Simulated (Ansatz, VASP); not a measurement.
# Cross-check of Na2CaSi2B8O18 (glassy 25SiO2-50B2O3-12CaO-12Na2O (mol %)) between VASP and Ansatz

Wanted: the spread between two codes on one cell, functional and k mesh. The structure shown is the start of the Ansatz relaxation below; VASP solves that cell, so the two are compared at the walk's first step.

Program: Ansatz 0.2.0. Level of theory: plane waves, with VASP 6.6.1 beside it; single point at PBEsol. Results are calculated unless marked as measured.

## (1) The starting structure

The cell holds 62 atoms: 4 Si, 16 B, 2 Ca, 4 Na and 36 O. Its edges and angles: a = 9.092 Å, b = 9.092 Å, c = 9.092 Å, α = 90.0°, β = 90.0°, γ = 90.0°. As first built, before any earlier steps moved the atoms (in the runner's words): 62 atoms (4 Si, 16 B, 2 Ca, 4 Na, 36 O) placed at random at 2.2 g/cm^3, melted at 3000 K for 20 ps at fixed volume with the Buckingham and Coulomb pair potential of Guillot and Sator (Geochim. Cosmochim. Acta 71, 1249 (2007)) with the boron terms of Wang et al. (J. Non-Cryst. Solids 498, 294 (2018)). Quenched from 3000 K to 300 K at 20 K/ps and fixed volume, held 10 ps at zero pressure.

## (2) Ansatz: relaxation, PBEsol

Ansatz runs on its default PAW (the set named soft_2) files.

The two programs are compared at the cell with which this relaxation starts, whose forces are those of its first step.

Contents of input.yaml:

```yaml
crystal:
  lattice:
    - [9.09236, 0.0, 0.0]
    - [0.0, 9.09236, 0.0]
    - [0.0, 0.0, 9.09236]
  atoms:
    - { symbol: Si, position: [0.20337, 0.89623, 0.31192] }
    - { symbol: Si, position: [0.85106, 0.46697, 0.4586] }
    - { symbol: Si, position: [0.92762, 0.03494, 0.59401] }
    - { symbol: Si, position: [0.11002, 0.4751, 0.92523] }
    - { symbol: B, position: [0.45439, 0.62602, 0.60198] }
    - { symbol: B, position: [0.07785, 0.19044, 0.81501] }
    - { symbol: B, position: [0.74559, 0.96884, 0.30273] }
    - { symbol: B, position: [0.30076, 0.41029, 0.45754] }
    - { symbol: B, position: [0.9572, 0.78016, 0.41519] }
    - { symbol: B, position: [0.68353, 0.44794, 0.72782] }
    - { symbol: B, position: [0.65449, 0.5514, 0.27314] }
    - { symbol: B, position: [0.78815, 0.4643, 0.02401] }
    - { symbol: B, position: [0.72758, 0.16942, 0.07861] }
    - { symbol: B, position: [0.27503, 0.11452, 0.53938] }
    - { symbol: B, position: [0.44818, 0.91142, 0.6773] }
    - { symbol: B, position: [0.51234, 0.81098, 0.33944] }
    - { symbol: B, position: [0.70529, 0.97972, 0.83112] }
    - { symbol: B, position: [0.98142, 0.22905, 0.33796] }
    - { symbol: B, position: [0.09911, 0.0884, 0.10299] }
    - { symbol: B, position: [0.30235, 0.36064, 0.16061] }
    - { symbol: Ca, position: [0.88717, 0.67276, 0.71579] }
    - { symbol: Ca, position: [0.465, 0.17115, 0.87217] }
    - { symbol: Na, position: [0.16228, 0.88124, 0.82266] }
    - { symbol: Na, position: [0.56322, 0.72056, 0.94041] }
    - { symbol: Na, position: [0.59816, 0.21563, 0.47557] }
    - { symbol: Na, position: [0.93831, 0.74013, 0.0656] }
    - { symbol: O, position: [0.7288, 0.4902, 0.8728] }
    - { symbol: O, position: [0.7025, 0.08049, 0.95215] }
    - { symbol: O, position: [0.09434, 0.75963, 0.34812] }
    - { symbol: O, position: [0.69022, 0.44038, 0.37286] }
    - { symbol: O, position: [0.42934, 0.77667, 0.60594] }
    - { symbol: O, position: [0.22174, 0.43974, 0.05543] }
    - { symbol: O, position: [0.75275, 0.31949, 0.07323] }
    - { symbol: O, position: [0.81235, 0.43598, 0.63197] }
    - { symbol: O, position: [0.55367, 0.93659, 0.78639] }
    - { symbol: O, position: [0.16396, 0.96444, 0.15008] }
    - { symbol: O, position: [0.3655, 0.22766, 0.10985] }
    - { symbol: O, position: [0.10158, 0.33704, 0.81174] }
    - { symbol: O, position: [0.58347, 0.57099, 0.66735] }
    - { symbol: O, position: [0.59892, 0.31085, 0.71987] }
    - { symbol: O, position: [0.71788, 0.55924, 0.13472] }
    - { symbol: O, position: [0.36492, 0.03552, 0.6373] }
    - { symbol: O, position: [0.11972, 0.6231, 0.82329] }
    - { symbol: O, position: [0.56247, 0.67152, 0.31367] }
    - { symbol: O, position: [0.78168, 0.04354, 0.69395] }
    - { symbol: O, position: [0.06387, 0.10551, 0.6911] }
    - { symbol: O, position: [0.3595, 0.5234, 0.53753] }
    - { symbol: O, position: [0.78612, 0.84922, 0.87383] }
    - { symbol: O, position: [0.98005, 0.37819, 0.37813] }
    - { symbol: O, position: [0.73723, 0.0968, 0.21441] }
    - { symbol: O, position: [0.20276, 0.02466, 0.43916] }
    - { symbol: O, position: [0.97186, 0.86615, 0.55024] }
    - { symbol: O, position: [0.91626, 0.13776, 0.44515] }
    - { symbol: O, position: [0.37423, 0.8505, 0.29792] }
    - { symbol: O, position: [0.27374, 0.27022, 0.52424] }
    - { symbol: O, position: [0.6185, 0.91715, 0.37366] }
    - { symbol: O, position: [0.30036, 0.40691, 0.30708] }
    - { symbol: O, position: [0.87229, 0.6433, 0.44339] }
    - { symbol: O, position: [0.0404, 0.187, 0.2033] }
    - { symbol: O, position: [0.08119, 0.11944, 0.95413] }
    - { symbol: O, position: [0.86362, 0.87505, 0.30407] }
    - { symbol: O, position: [0.94837, 0.48782, 0.00835] }
kpoints:
  mp_grid: { grid: [1, 1, 1] }
hamiltonian:
  xc: pbesol
scf:
  occupations: { method: fixed }
output:
  forces: true
relax:
  f_tol: 0.05
  max_steps: 150
  cell: {}
```

Command:

```sh
$ ansatz run input.yaml --threads 4 --pin off --max-ram 8192MiB --backend cpu --events-out ev --progress --plain --runs-dir out
```

Numbers of over 12 decimals in the logs are rounded to 6 here.

The log of the run:

```text
Engine: ansatz 0.2.0, aarch64-unknown-linux-gnu
Pseudopotentials: kind: paw
Pseudopotential: Si, paw, valence charge 4, recommended cutoff 420 eV (normal), Si.paw.azcp
Pseudopotential: B, paw, valence charge 3, recommended cutoff 420 eV (normal), B.paw.azcp
Pseudopotential: Ca, paw, valence charge 10, recommended cutoff 420 eV (normal), Ca.paw.azcp
Pseudopotential: Na, paw, valence charge 9, recommended cutoff 420 eV (normal), Na.paw.azcp
Pseudopotential: O, paw, valence charge 6, recommended cutoff 420 eV (normal), O.paw.azcp
Functional definition: PBEsol
  exchange = pbesol_x
  correlation = pbesol_c
Crystal: 62 atoms, lattice volume = 751.675 Å³
Basis set: ecut = 420 eV, 14771 PW (Γ), exchange–correlation on 128×128×128 points (8 copies of the dense FFT grid, shifted against one another)
Bands: 230, of which v1, the nominal top of the filled ones, is band 168 counted from 1 (167 counted from 0)
Symmetry: 1 space group operations
Space group: P1 (ITA 1), of the structure as read, at distance tolerance 9.1e-5 Å
k-points: 1
Non-local potential: Si, projectors of the file, l = 0: 2, l = 1: 2, l = 2: 2
Non-local potential: B, projectors of the file, l = 0: 2, l = 1: 2, l = 2: 1
Non-local potential: Ca, projectors of the file, l = 0: 3, l = 1: 2, l = 2: 2
Non-local potential: Na, projectors of the file, l = 0: 3, l = 1: 2, l = 2: 1
Non-local potential: O, projectors of the file, l = 0: 2, l = 1: 2, l = 2: 1
PAW form: soft (Blöchl's): semilocal exchange-correlation on the pseudo side does not see the compensation charge
PAW frozen core: Si, regenerated for the run's functional, and the local potential with it (the file was generated under x = pbe(κ = 0.804, μ = 0.219515), c = pbe(β = 0.066725))
PAW frozen core: B, regenerated for the run's functional, and the local potential with it (the file was generated under x = pbe(κ = 0.804, μ = 0.219515), c = pbe(β = 0.066725))
PAW frozen core: Ca, regenerated for the run's functional, and the local potential with it (the file was generated under x = pbe(κ = 0.804, μ = 0.219515), c = pbe(β = 0.066725))
PAW frozen core: Na, regenerated for the run's functional, and the local potential with it (the file was generated under x = pbe(κ = 0.804, μ = 0.219515), c = pbe(β = 0.066725))
PAW frozen core: O, regenerated for the run's functional, and the local potential with it (the file was generated under x = pbe(κ = 0.804, μ = 0.219515), c = pbe(β = 0.066725))
PAW one-centre angular grid: Si, 110 points (default); XC on 64 Gauss nodes
PAW one-centre angular grid: B, 110 points (default); XC on 64 Gauss nodes
PAW one-centre angular grid: Ca, 110 points (default); XC on 64 Gauss nodes
PAW one-centre angular grid: Na, 110 points (default); XC on 64 Gauss nodes
PAW one-centre angular grid: O, 110 points (default); XC on 64 Gauss nodes
Initial density: superposition of atomic densities (neutral atoms: chi_scale 0, normalization atom), corrected by the library's trained network
Initial wavefunctions: pseudopotential atomic-orbital guess
Functional: x = pbesol(κ = 0.804, μ = 0.123457), c = pbesol(β = 0.046)
SCF iter   1: F=—  HF=-34663.693963 eV  |F-HF|=—  |Δ(HF+E_count)|=         —  Δρ=1.18e-2  dr2=9.26e-1  ethr=1.77e-3  ⟨swp⟩=6.0  Hψ=753  notcnv=0  defer=60
preconditioner: auto → Resta (q_TF=auto, 2.386 Å⁻¹)  ε∞=3.0  [insulator: Δε(μ)=1.995 eV  Ē_g=17.406 eV  n_scr=170 (ndim 8)  ℏωp=24.4 eV  f_vac=0.167  ε∞_Penn≈3.0]
SCF iter   2: F=—  HF=-34663.449996 eV  |F-HF|=—  |Δ(HF+E_count)|=   2.44e-1  Δρ=3.12e-3  dr2=7.53e-2  ethr=2.75e-4  ⟨swp⟩=3.0  Hψ=349  notcnv=0  defer=60
SCF iter   3: F=—  HF=-34663.437676 eV  |F-HF|=—  |Δ(HF+E_count)|=   1.23e-2  Δρ=1.40e-3  dr2=2.54e-2  ethr=2.24e-5  ⟨swp⟩=3.0  Hψ=286  notcnv=0  defer=46
automatic band count: iteration 3 solves 216 bands in place of 230: the levels show a gap, and the empty bands left out lie too high to hold charge; the band table lists the bands solved (type scf.n_extra_bands for more)
SCF iter   4: F=—  HF=-34663.434220 eV  |F-HF|=—  |Δ(HF+E_count)|=   3.46e-3  Δρ=9.53e-4  dr2=6.38e-3  ethr=7.57e-6  ⟨swp⟩=3.0  Hψ=313  notcnv=0  defer=46
SCF iter   5: F=—  HF=-34663.433268 eV  |F-HF|=—  |Δ(HF+E_count)|=   9.51e-4  Δρ=2.56e-4  dr2=6.15e-4  ethr=1.90e-6  ⟨swp⟩=2.0  Hψ=337  notcnv=0  defer=46
SCF iter   6: F=—  HF=-34663.433561 eV  |F-HF|=—  |Δ(HF+E_count)|=   2.93e-4  Δρ=1.26e-4  dr2=1.25e-4  ethr=1.83e-7  ⟨swp⟩=2.0  Hψ=337  notcnv=0  defer=46
SCF iter   7: F=—  HF=-34663.433622 eV  |F-HF|=—  |Δ(HF+E_count)|=   6.08e-5  Δρ=4.85e-5  dr2=2.19e-5  ethr=3.72e-8  ⟨swp⟩=2.0  Hψ=322  notcnv=0  defer=46
SCF iter   8: F=—  HF=-34663.435039 eV  |F-HF|=—  |Δ(HF+E_count)|=   1.42e-3  Δρ=1.97e-5  dr2=3.78e-6  ethr=6.51e-9  ⟨swp⟩=2.0  Hψ=342  notcnv=0  defer=46
[...]
atom   5  B      0.00209147    -0.00067002    -0.00030452
  atom   6  B      0.00918546    -0.00051333     0.00663484
  atom   7  B     -0.00261532    -0.00491384    -0.01070816
  atom   8  B     -0.00068760    -0.00733471    -0.00074788
  atom   9  B     -0.00001461     0.00214400     0.00177454
  atom  10  B      0.00502998     0.00049397    -0.00723988
  atom  11  B      0.00021779    -0.00420335    -0.00159514
  atom  12  B     -0.00264477     0.00199653     0.00481057
  atom  13  B     -0.00339080    -0.00090778    -0.00169278
  atom  14  B     -0.00096438    -0.00233875     0.00340884
  atom  15  B      0.00358066     0.00097609    -0.00250236
  atom  16  B      0.00262453    -0.00220302     0.00624434
  atom  17  B      0.01039555    -0.00102636     0.00454548
  atom  18  B      0.00188958     0.00083762    -0.00038347
  atom  19  B      0.00078464    -0.00441375     0.00025344
  atom  20  B      0.00320222     0.00446255    -0.00196779
  atom  21  Ca     0.00467732     0.00145992    -0.00051579
  atom  22  Ca    -0.00172493    -0.00080358     0.00682523
  atom  23  Na     0.00232086    -0.00360587    -0.00175808
  atom  24  Na    -0.00174948    -0.00168688     0.00190944
  atom  25  Na    -0.00609677     0.00745012     0.00549675
  atom  26  Na    -0.00227577    -0.00016383     0.00037292
  atom  27  O      0.00267376     0.00115713     0.00131811
  atom  28  O      0.00147104     0.00101963     0.00003111
[...]
atom  55  O     -0.00041184     0.00335866    -0.00016579
  atom  56  O      0.00086046     0.00126814     0.00192047
  atom  57  O      0.00038916     0.00037190     0.00366230
  atom  58  O     -0.00174867     0.00211970     0.00296521
  atom  59  O      0.00002933     0.00649311    -0.00292092
  atom  60  O     -0.00314488     0.00400463    -0.01094523
  atom  61  O      0.00588652     0.00040393    -0.00090253
  atom  62  O     -0.00009586    -0.00020637    -0.00216735
  max |Σ_I F_I| component: 1.55e-5 eV/Å
--- Stress (GPa, compression-positive) ---
        0.003316      -0.002738       0.001155
       -0.002738      -0.013503      -0.000066
        0.001157      -0.000068      -0.009826
  P = ⅓ Tr σ = -0.0067 GPa (-0.067 kbar)
--- Relaxed structure (53 steps of the walk, 46 accepted, 4 SCFs on fresh bases) ---
  F+E_penalty+E_count = -34670.90316978 eV   max|allowed force component| = 1.095e-2 eV/Å   (the final SCF, on the basis selected at the relaxed cell)
  cell:  # Å, volume = 702.9522 Å³
    - [9.010917, -0.184960, 0.457562]
    - [-0.184960, 8.922715, -0.071424]
    - [0.457562, -0.071424, 8.770373]
  atoms:
    - { symbol: Si, position: [0.241364, 0.901339, 0.281911] }
    - { symbol: Si, position: [0.846084, 0.475753, 0.427483] }
    - { symbol: Si, position: [0.917692, 0.044436, 0.615673] }
    - { symbol: Si, position: [0.058745, 0.486284, 0.964941] }
    - { symbol: B, position: [0.476383, 0.622282, 0.599655] }
    - { symbol: B, position: [0.078196, 0.189912, 0.846139] }
    - { symbol: B, position: [0.733992, 0.976307, 0.284133] }
    - { symbol: B, position: [0.357614, 0.398829, 0.439224] }
    - { symbol: B, position: [0.946299, 0.806592, 0.393279] }
    - { symbol: B, position: [0.664800, 0.450274, 0.723269] }
    - { symbol: B, position: [0.638889, 0.552278, 0.259886] }
    - { symbol: B, position: [0.745743, 0.444738, 0.00895225] }
    - { symbol: B, position: [0.710284, 0.150543, 0.078088] }
    - { symbol: B, position: [0.345955, 0.100481, 0.508401] }
    - { symbol: B, position: [0.462673, 0.901006, 0.673400] }
    - { symbol: B, position: [0.515355, 0.801319, 0.314994] }
    - { symbol: B, position: [0.703031, 0.951797, 0.845603] }
    - { symbol: B, position: [0.987832, 0.221828, 0.347035] }
    - { symbol: B, position: [0.181805, 0.131327, 0.109951] }
    - { symbol: B, position: [0.263059, 0.393863, 0.163981] }
    - { symbol: Ca, position: [0.893125, 0.666162, 0.707828] }
    - { symbol: Ca, position: [0.479238, 0.175367, 0.896347] }
    - { symbol: Na, position: [0.186928, 0.863295, 0.902700] }
    - { symbol: Na, position: [0.561757, 0.684983, 0.924643] }
    - { symbol: Na, position: [0.642091, 0.213015, 0.527192] }
    - { symbol: Na, position: [0.881128, 0.743239, 0.073941] }
    - { symbol: O, position: [0.741818, 0.498831, 0.856606] }
    - { symbol: O, position: [0.659456, 0.033082, 0.991262] }
    - { symbol: O, position: [0.087262, 0.805321, 0.300467] }
    - { symbol: O, position: [0.695318, 0.440341, 0.340314] }
    - { symbol: O, position: [0.424005, 0.771879, 0.596645] }
    - { symbol: O, position: [0.184646, 0.492557, 0.089889] }
    - { symbol: O, position: [0.686837, 0.289201, 0.027233] }
    - { symbol: O, position: [0.801532, 0.428003, 0.603135] }
    - { symbol: O, position: [0.523655, 0.906303, 0.808398] }
    - { symbol: O, position: [0.264464, 0.992615, 0.121061] }
    - { symbol: O, position: [0.296000, 0.256055, 0.095670] }
    - { symbol: O, position: [0.081824, 0.342422, 0.844214] }
    - { symbol: O, position: [0.598649, 0.600128, 0.672153] }
    - { symbol: O, position: [0.561249, 0.335146, 0.737554] }
    - { symbol: O, position: [0.642951, 0.547920, 0.106466] }
    - { symbol: O, position: [0.422032, 0.043709, 0.625538] }
    - { symbol: O, position: [0.069972, 0.642771, 0.875893] }
    - { symbol: O, position: [0.592759, 0.677348, 0.340503] }
    - { symbol: O, position: [0.755621, 0.049932, 0.716523] }
    - { symbol: O, position: [0.050224, 0.106244, 0.716140] }
    - { symbol: O, position: [0.387952, 0.512017, 0.539074] }
    - { symbol: O, position: [0.782535, 0.828797, 0.865702] }
    - { symbol: O, position: [0.980764, 0.375254, 0.347274] }
    - { symbol: O, position: [0.760941, 0.116902, 0.216252] }
[...]
- { symbol: O, position: [0.367944, 0.250787, 0.482579] }
    - { symbol: O, position: [0.582856, 0.943520, 0.328274] }
    - { symbol: O, position: [0.318563, 0.438068, 0.298757] }
    - { symbol: O, position: [0.896523, 0.650520, 0.427643] }
    - { symbol: O, position: [0.074653, 0.145378, 0.242005] }
    - { symbol: O, position: [0.113541, 0.105686, 0.964531] }
    - { symbol: O, position: [0.840925, 0.880121, 0.301210] }
    - { symbol: O, position: [0.894300, 0.466505, 0.061086] }
```

In the SCF lines HF is the Harris–Foulkes energy and dr2 the Hartree energy of the density residual, in eV; the loop may stop once dr2 is under the threshold and the program's other checks hold. Hψ counts applications of the Hamiltonian.

[end of part 1 of 2]

[Lines on the potential files, build, host, timing and source positions are cut from VASP's logs without a mark.]

[Logs are printed without paths, hosts, clocks, repeated set-up lines and the standing remarks that a program may print on its own settings, such as how far it seeks lower states.]

[Hosts, paths, dates, database ids (printed as entryN), source tags and the programs' standing remarks are cut or masked in the printed files.]
